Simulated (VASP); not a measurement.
Input:

```xyz
1
Lattice="-1.7450 1.7450 1.7450 1.7450 -1.7450 1.7450 1.7450 1.7450 -1.7450" Properties=species:S:1:pos:R:3 pbc="T T T"
Li     0.0000     0.0000     0.0000
```

All values below come from PBE GGA, VASP's PBE PAW potentials (set 64) (plane waves; VASP). Numerical set-up: 400 eV cut-off, 17×17×17 Γ-centred mesh, Fermi-Dirac smearing of 0.14 eV, potentials Li_sv.

At this cut-off the stress carries a Pulay error, which pulls relaxed volumes low.

### Question
Give the stress tensor in GPa (positive for a compressed cell).

### Answer

```
-3.94   0.00   0.00
 0.00  -3.94   0.00
 0.00   0.00  -3.94
```
The pressure is its mean diagonal, -3.94 GPa.

The structure is a typed Li crystal (Im-3m). The cell was not relaxed at this level.
